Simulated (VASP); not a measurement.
These are G0W0 on PBE orbitals, VASP's PBE PAW potentials (set 64) (plane waves; VASP) values and carry that method's errors.

A VASP calculation is set up with these files.

KPOINTS:
```
Automatic mesh
0
Gamma
4 4 4
0 0 0
```

### POSCAR
```
BP
1
    0.0000000000     2.2700000000     2.2700000000
    2.2700000000     0.0000000000     2.2700000000
    2.2700000000     2.2700000000     0.0000000000
B P
1 1
Direct
  0.0000000000   0.0000000000   0.0000000000
  0.2500000000   0.2500000000   0.2500000000
```

**INCAR**
```
# general
SYSTEM      = BP
PREC        = Normal
ENCUT       = 500
LREAL       = .FALSE.
LASPH       = .TRUE.
NBANDS      = 160

# electronic loop
ALGO        = EVGW0

# smearing
ISMEAR      = 0
SIGMA       = 0.01

# functional
GGA         = PE

# output
LWAVE       = .FALSE.
LCHARG      = .FALSE.

# other
NELMGW      = 1
NOMEGA      = 64
ENCUTGW     = 200
NBANDSGW    = 12
LSPECTRALGW = .TRUE.
```

POTCAR, in this order: B_GW P_GW (PBE.64 set). Program: vasp_std. Read from the step before: WAVECAR, WAVEDER.

The resulting files:

OUTCAR:
```
 ion  position               nearest neighbor table
   1  0.000  0.000  0.000-   2 1.97   2 1.97   2 1.97   2 1.97
   2  0.250  0.250  0.250-   1 1.97   1 1.97   1 1.97   1 1.97
  LATTYP: Found a face centered cubic cell.
 ALAT       =     4.5400000000
 Subroutine PRICEL returns:
 Original cell was already a primitive cell.
 Subroutine GETGRP returns: Found 24 space group operations
The static configuration has the point symmetry T_d .
The dynamic configuration has the point symmetry T_d .
 Subroutine INISYM returns: Found 24 space group operations
 Subroutine IBZKPT returns following result:
 Found      8 irreducible k-points:

 Following reciprocal coordinates:
            Coordinates               Weight
  0.000000  0.000000  0.000000      1.000000
  0.250000  0.000000  0.000000      8.000000
  0.500000  0.000000  0.000000      4.000000
  0.250000  0.250000  0.000000      6.000000
  0.500000  0.250000  0.000000     24.000000
 -0.250000  0.250000  0.000000     12.000000
  0.500000  0.500000  0.000000      3.000000
 -0.250000  0.500000  0.250000      6.000000
 Subroutine IBZKPT_HF returns following result:
   k-points           NKPTS =      8   k-points in BZ     NKDIM =     64   number of bands    NBANDS=    160
   number of dos      NEDOS =    301   number of ions     NIONS =      2
   total plane-waves  NPLWV =   5832
   dimension x,y,z NGX =    18 NGY =   18 NGZ =   18
   dimension x,y,z NGXF=    36 NGYF=   36 NGZF=   36
   ions per type =               1   1
   PREC   = normal    normal or accurate (medium, high low for compatibility)
   ISTART =      1    job   : 0-new  1-cont  2-samecut
   ICHARG =      0    charge: 1-file 2-atom 10-const
   ISPIN  =      1    spin polarized calculation?
   LNONCOLLINEAR =      F non collinear calculations
   LSORBIT =      F    spin-orbit coupling
   INIWAV =      1    electr: 0-lowe 1-rand  2-diag
   ENCUT  =  500.0 eV  36.75 Ry    6.06 a.u.   5.85  5.85  5.85*2*pi/ulx,y,z
   NELM   =     60;   NELMIN=  2; NELMDL=  0     # of ELM steps
...
```

File OSZICAR:
```
energies w=
    0.000    0.000    0.548    0.000    1.095    0.000    1.639    0.000
    2.179    0.000    2.715    0.000    3.246    0.000    3.770    0.000
    4.288    0.000    4.798    0.000    5.302    0.000    5.799    0.000
    6.288    0.000    6.772    0.000    7.249    0.000    7.720    0.000
    8.187    0.000    8.649    0.000    9.109    0.000    9.565    0.000
   10.020    0.000   10.474    0.000   10.929    0.000   11.385    0.000
   11.843    0.000   12.306    0.000   12.773    0.000   13.246    0.000
   13.728    0.000   14.219    0.000   14.721    0.000   15.236    0.000
   15.767    0.000   16.314    0.000   16.883    0.000   17.473    0.000
   18.090    0.000   18.737    0.000   19.417    0.000   20.136    0.000
   20.899    0.000   21.714    0.000   22.587    0.000   23.527    0.000
   24.546    0.000   25.656    0.000   26.873    0.000   28.216    0.000
   29.709    0.000   31.381    0.000   33.271    0.000   35.427    0.000
   37.912    0.000   40.812    0.000   44.242    0.000   48.362    0.000
   53.407    0.000   59.725    0.000   67.864    0.000   78.729    0.000
   93.948    0.000  116.753    0.000  154.609    0.000  229.542    0.000
NQ=   1    0.0000    0.0000    0.0000,
 performed        110000 updates of chi_q(r,r)
NQ=   2    0.2500    0.0000    0.0000,
 performed        328000 updates of chi_q(r,r)
NQ=   3    0.5000    0.0000    0.0000,
 performed        515000 updates of chi_q(r,r)
NQ=   4    0.2500    0.2500    0.0000,
 performed        733000 updates of chi_q(r,r)
NQ=   5    0.5000    0.2500    0.0000,
 performed       1035000 updates of chi_q(r,r)
NQ=   6   -0.2500    0.2500    0.0000,
 performed       1306000 updates of chi_q(r,r)
NQ=   7    0.5000    0.5000    0.0000,
 performed       1470000 updates of chi_q(r,r)
NQ=   8   -0.2500    0.5000    0.2500,
 performed       1680000 updates of chi_q(r,r)
 resolving degeneracies of screened two electron integrals
```

**OUTCAR**
```


 k-point   1 :       0.0000    0.0000    0.0000
  band No.  KS-energies  QP-energies   sigma(KS)   V_xc(KS)     V^pw_x(r,r')   Z            occupation Imag(sigma)

      1      -8.3057      -9.1735     -13.2375     -12.0514     -20.4541       0.7317       2.0000       1.4104
      2       7.1564       6.5301     -14.1060     -13.3097     -15.2396       0.7866       2.0000       0.0438
      3       7.1564       6.5301     -14.1060     -13.3097     -15.2396       0.7866       2.0000       0.0438
      4       7.1564       6.5301     -14.1060     -13.3097     -15.2396       0.7866       2.0000       0.0438
      5      10.5425      10.8178     -11.7162     -12.0678      -6.9477       0.7830       0.0000      -0.0717
      6      10.5425      10.8178     -11.7162     -12.0678      -6.9477       0.7830       0.0000      -0.0717
      7      10.5425      10.8178     -11.7162     -12.0678      -6.9477       0.7830       0.0000      -0.0717
      8      14.5129      14.7607     -12.4263     -12.7528      -6.0835       0.7588       0.0000      -0.1712
      9      18.6620      18.4823      -9.6432      -9.4141      -3.3004       0.7845       0.0000      -0.3330
     10      19.1510      19.5146     -11.2773     -11.7521      -4.9388       0.7656       0.0000      -0.2639
     11      19.1510      19.5146     -11.2773     -11.7521      -4.9388       0.7656       0.0000      -0.2639
     12      22.8103      22.8495      -9.8650      -9.9152      -2.7841       0.7807       0.0000      -0.6555

 k-point   2 :       0.2500    0.0000    0.0000
  band No.  KS-energies  QP-energies   sigma(KS)   V_xc(KS)     V^pw_x(r,r')   Z            occupation Imag(sigma)

      1      -7.2008      -8.0129     -13.2920     -12.1524     -20.1283       0.7126       2.0000       1.2087
      2       2.3067       1.5262     -13.4626     -12.4259     -16.1645       0.7529       2.0000       0.1198
      3       6.0385       5.3801     -13.9054     -13.0619     -15.3393       0.7807       2.0000       0.0512
      4       6.0385       5.3801     -13.9054     -13.0619     -15.3393       0.7807       2.0000       0.0512
      5      11.1396      11.3349     -11.8649     -12.1152      -6.8105       0.7803       0.0000      -0.0810
      6      11.9009      12.2062     -11.7143     -12.1075      -6.5585       0.7762       0.0000      -0.0887
      7      11.9009      12.2062     -11.7143     -12.1075      -6.5585       0.7762       0.0000      -0.0887
      8      16.7599      16.9896     -11.7318     -12.0383      -4.9623       0.7494       0.0000      -0.2675
      9      18.0302      18.2753     -10.8671     -11.1857      -4.6644       0.7696       0.0000      -0.2681
     10      18.0302      18.2753     -10.8671     -11.1857      -4.6644       0.7696       0.0000      -0.2681
     11      20.1856      20.0902     -10.0335      -9.9095      -3.3659       0.7691       0.0000      -0.4184
     12      23.4425      23.4697     -10.5057     -10.5413      -3.2221       0.7650       0.0000      -0.6456

 k-point   3 :       0.5000    0.0000    0.0000
  band No.  KS-energies  QP-energies   sigma(KS)   V_xc(KS)     V^pw_x(r,r')   Z            occupation Imag(sigma)

      1      -4.9837      -5.7571     -13.6728     -12.5993     -19.6994       0.7204       2.0000       0.8544
      2      -1.8809      -2.6982     -12.8890     -11.7542     -17.4348       0.7203       2.0000       0.3995
      3       5.3982       4.6942     -13.9451     -13.0376     -15.6817       0.7757       2.0000       0.0586
      4       5.3982       4.6942     -13.9451     -13.0376     -15.6817       0.7757       2.0000       0.0586
      5      10.9165      11.0830     -11.8769     -12.0904      -6.7733       0.7798       0.0000      -0.0797
      6      11.8458      12.1340     -11.2084     -11.5762      -6.0515       0.7837       0.0000      -0.0885
      7      11.8458      12.1340     -11.2084     -11.5762      -6.0515       0.7837       0.0000      -0.0885
      8      17.2770      17.3055     -10.0925     -10.1301      -3.4259       0.7578       0.0000      -0.2966
      9      21.6200      21.9324     -11.5182     -11.9322      -4.1265       0.7546       0.0000      -0.5784
     10      21.6200      21.9324     -11.5182     -11.9322      -4.1265       0.7546       0.0000      -0.5784
     11      21.9798      22.1035     -10.7136     -10.8743      -3.5382       0.7695       0.0000      -0.5099
     12      24.5375      24.7627     -11.5613     -11.8540      -4.0705       0.7692       0.0000      -0.8199

 k-point   4 :       0.2500    0.2500    0.0000
  band No.  KS-energies  QP-energies   sigma(KS)   V_xc(KS)     V^pw_x(r,r')   Z            occupation Imag(sigma)

      1      -6.8250      -7.6368     -13.3063     -12.1791     -20.0043       0.7202       2.0000       1.1480
      2       3.4579       2.6692     -14.1217     -13.0838     -16.5089       0.7599       2.0000       0.0935
      3       4.4210       3.7046     -13.5836     -12.6542     -15.5342       0.7709       2.0000       0.0687
      4       4.4210       3.7046     -13.5836     -12.6542     -15.5342       0.7709       2.0000       0.0687
      5       8.9573       9.0923     -11.1334     -11.3038      -6.6621       0.7927       0.0000      -0.0618
      6      12.0868      12.2296     -10.4486     -10.6297      -5.1925       0.7886       0.0000      -0.0939
      7      14.8562      15.2240     -12.2085     -12.6926      -6.1750       0.7598       0.0000      -0.1695
      8      14.8562      15.2240     -12.2085     -12.6926      -6.1750       0.7598       0.0000      -0.1695
      9      19.2390      19.5038     -12.2802     -12.6366      -5.1521       0.7430       0.0000      -0.3993
     10      20.7119      21.0814     -11.3460     -11.8265      -4.5938       0.7692       0.0000      -0.4162
     11      22.5440      22.5870     -10.4857     -10.5420      -3.3791       0.7645       0.0000      -0.5505
     12      25.6088      25.6667     -10.4720     -10.5474      -2.8436       0.7678       0.0000      -0.9398

 k-point   5 :       0.5000    0.2500    0.0000
  band No.  KS-energies  QP-energies   sigma(KS)   V_xc(KS)     V^pw_x(r,r')   Z            occupation Imag(sigma)

      1      -4.5859      -5.3553     -13.6026     -12.5227     -19.4318       0.7125       2.0000       0.7763
      2      -0.5457      -1.3718     -13.4397     -12.3006     -17.4952       0.7252       2.0000       0.2876
      3       2.3767       1.5956     -13.2735     -12.2459     -15.8551       0.7601       2.0000       0.1148
      4       3.9657       3.2186     -13.6238     -12.6499     -15.7936       0.7672       2.0000       0.0761
      5       9.6720       9.7948     -10.8209     -10.9757      -6.1159       0.7931       0.0000      -0.0680
      6      13.5640      13.7675     -11.1195     -11.3814      -5.5641       0.7769       0.0000      -0.1216
      7      15.2724      15.6275     -11.7108     -12.1759      -5.5485       0.7634       0.0000      -0.1879
      8      15.4705      15.7778     -12.1044     -12.5103      -5.8091       0.7572       0.0000      -0.1961
      9      20.2867      20.5705     -11.6360     -12.0177      -4.2171       0.7436       0.0000      -0.4854
     10      21.7761      22.0915     -11.5308     -11.9478      -4.1953       0.7563       0.0000      -0.5726
     11      24.4926      24.7017     -11.5847     -11.8655      -3.7216       0.7448       0.0000      -0.7643
     12      25.5947      25.6025     -10.5939     -10.6041      -3.1343       0.7627       0.0000      -0.7971

 k-point   6 :      -0.2500    0.2500    0.0000
  band No.  KS-energies  QP-energies   sigma(KS)   V_xc(KS)     V^pw_x(r,r')   Z            occupation Imag(sigma)

      1      -5.4837      -6.2753     -13.4640     -12.3668     -19.6547       0.7215       2.0000       0.9256
      2       0.6853      -0.1329     -13.6901     -12.5736     -17.2372       0.7328       2.0000       0.2018
      3       1.9127       1.1346     -13.0135     -11.9856     -15.7154       0.7571       2.0000       0.1268
      4       5.2199       4.5185     -13.8314     -12.9283     -15.5494       0.7767       2.0000       0.0591
      5      10.9965      11.1989     -11.1091     -11.3668      -6.1013       0.7854       0.0000      -0.0787
      6      13.5085      13.8729     -11.7095     -12.1866      -5.8925       0.7638       0.0000      -0.1340
      7      14.6493      14.8626     -11.9111     -12.1884      -6.1597       0.7692       0.0000      -0.1467
      8      15.9029      16.1853     -11.6089     -11.9827      -5.1086       0.7557       0.0000      -0.2196
      9      17.0624      17.2623     -10.8111     -11.0693      -4.9007       0.7743       0.0000      -0.2160
     10      19.7725      20.0130     -11.3878     -11.7078      -4.1685       0.7514       0.0000      -0.4467
     11      24.6499      24.8424     -11.5622     -11.8199      -3.6372       0.7469       0.0000      -0.7935
     12      25.3322      25.4125     -10.5595     -10.6650      -3.0507       0.7602       0.0000      -0.7764

 k-point   7 :       0.5000    0.5000    0.0000
  band No.  KS-energies  QP-energies   sigma(KS)   V_xc(KS)     V^pw_x(r,r')   Z            occupation Imag(sigma)

      1      -3.4550      -4.1937     -13.7282     -12.6946     -19.0240       0.7148       2.0000       0.6022
      2      -1.4281      -2.2795     -13.5743     -12.3770     -18.1930       0.7111       2.0000       0.3782
      3       3.0390       2.2604     -13.5298     -12.5036     -16.0601       0.7587       2.0000       0.0929
      4       3.0390       2.2604     -13.5298     -12.5036     -16.0601       0.7587       2.0000       0.0929
      5       8.4757       8.5186     -10.7296     -10.7835      -6.2450       0.7959       0.0000      -0.0618
      6       8.7992       8.8721     -10.5392     -10.6303      -6.0337       0.8008       0.0000      -0.0619
      7      19.2240      19.6404     -12.2711     -12.8422      -4.6150       0.7291       0.0000      -0.4524
      8      19.2240      19.6404     -12.2711     -12.8422      -4.6150       0.7291       0.0000      -0.4524
      9      22.3845      22.7563     -11.8780     -12.3668      -3.9980       0.7608       0.0000      -0.6591
...
```
(Selected blocks of OUTCAR.)

The mesh is coarse and the basis finite, so the quasiparticle values are not converged.

The compound is BP in the zinc blende structure. The cell was not relaxed at this level. The k-mesh is coarse (spacing up to 0.60 per Å, 2π included), so the numbers may not be converged in it.
